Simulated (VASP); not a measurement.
The system is MgH2.

```
Mg H
1.0
     4.47322    0.00000    0.00000
     0.00000    4.47322    0.00000
     0.00000    0.00000    3.00454
Mg H
2 4
Cartesian
  0.0000 0.0000 0.0000
  2.2366 2.2366 1.5023
  1.3617 1.3617 0.0000
  0.8749 3.5983 1.5023
  3.1115 3.1115 0.0000
  3.5983 0.8749 1.5023
```

Base run:

```yaml
Program: VASP 6.6.1
Functional: PBE0
Potentials_or_basis: VASP PAW PBE potentials, release 64 (Mg, H)
Cutoff: 520 eV
k_mesh: 4 × 4 × 6
Occupations: gaussian, width 0.03 eV
Spin: no spin polarisation
```

Its results: band gap on the k mesh 5.75 eV, indirect (least direct gap 6.61 eV); pressure -0.1 GPa.

Q: The run is repeated on the same cell with these changes: functional from PBE0 to PBE. What comes out?

A: Band gap on the k mesh 3.91 eV, indirect (least direct gap 4.76 eV); pressure 0.8 GPa.

PBE0 gives the wider gap, since exact exchange removes part of the self-interaction.

Caveats: the PAW data sets were made with another functional, which shifts forces and pressure a little (some runs).

A k mesh can miss the band edges.
